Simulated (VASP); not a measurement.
```yaml
crystal:
  lattice:
    - [3.18837, 0.00000, 0.00000]
    - [-1.59418, 2.76121, 0.00000]
    - [0.00000, 0.00000, 5.28905]
  atoms:
    - { symbol: B, position: [0.66667, 0.33333, 0.50037] }
    - { symbol: B, position: [0.33333, 0.66667, 0.00037] }
    - { symbol: P, position: [0.66667, 0.33333, 0.87463] }
    - { symbol: P, position: [0.33333, 0.66667, 0.37463] }
```

Computed with r2SCAN meta-GGA, VASP's PBE PAW potentials (set 64) (plane waves; VASP). Run with 520 eV cut-off, 14×14×8 Γ-centred mesh, Gaussian smearing of 0.010 eV, potentials B P.

**Question.** The job: BP (space group P6_3mc), 4 atoms, r2SCAN, optics run with many empty bands, 520 eV, 14×14×8 Γ-centred mesh. Roughly how much core time does it take on a busy server core?

**Answer.** About 9 core-minutes (one run on a shared machine, a rough figure). It had 120 irreducible k-points, 36 bands, up to 1282 plane waves and 22 electronic steps.

The structure comes from a computed database's BP entry (P6_3mc); how it stands against other phases isn't given here. It was relaxed first.
